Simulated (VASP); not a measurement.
Data:

```yaml
crystal:
  lattice:
    - [-1.69377, 1.69377, 5.80882]
    - [1.69377, -1.69377, 5.80882]
    - [1.69377, 1.69377, -5.80882]
  atoms:
    - { symbol: Ta, position: [0.75036, 0.75036, 0.00000] }
    - { symbol: Ta, position: [0.50036, 0.00036, 0.50000] }
    - { symbol: Si, position: [0.16564, 0.16564, 0.00000] }
    - { symbol: Si, position: [0.91564, 0.41564, 0.50000] }
```

Computed with PBEsol GGA with spin-orbit coupling, VASP's PBE PAW potentials (set 64) (plane waves; VASP). Settings: 400 eV cut-off, 11×11×11 Γ-centred mesh, Gaussian smearing of 0.050 eV, potentials Ta_pv Si.

Problem. Give the energies of bands 21 to 34 at the high-symmetry points, in eV from the Fermi level.

Solution. 
```tsv
band	Γ	X	P	N	M	S	R
21	-1.55	-3.06	-3.12	-2.06	-1.95	-1.92	-3.05
22	-1.55	-3.06	-3.01	-2.06	-1.95	-1.79	-3.05
23	-0.93	-3.03	-2.78	-1.46	-1.95	-1.45	-2.94
24	-0.93	-3.03	-2.78	-1.46	-1.95	-1.44	-2.94
25	-0.52	-1.29	-1.37	-0.86	-1.17	-1.14	-1.27
26	-0.52	-1.29	-1.37	-0.86	-1.17	-1.12	-1.27
27	-0.44	-1.17	-1.35	-0.72	-1.17	-0.75	-1.15
28	-0.44	-1.17	-1.30	-0.72	-1.17	-0.64	-1.15
29	0.20	-0.15	-0.19	-0.60	1.80	-0.56	-0.18
30	0.20	-0.15	-0.19	-0.60	1.80	-0.51	-0.18
31	0.30	0.00	0.07	0.98	1.80	0.63	-0.04
32	0.30	0.00	0.21	0.98	1.80	0.78	-0.04
33	1.89	4.00	3.98	1.64	2.26	1.74	3.77
34	1.89	4.01	4.05	1.64	2.26	1.87	3.77
```

It has no gap at this level: it comes out as a metal or semimetal.

The structure was generated: TaSi was put into the NbAs type (I4_1md), which need not be its known phase. It was relaxed first.
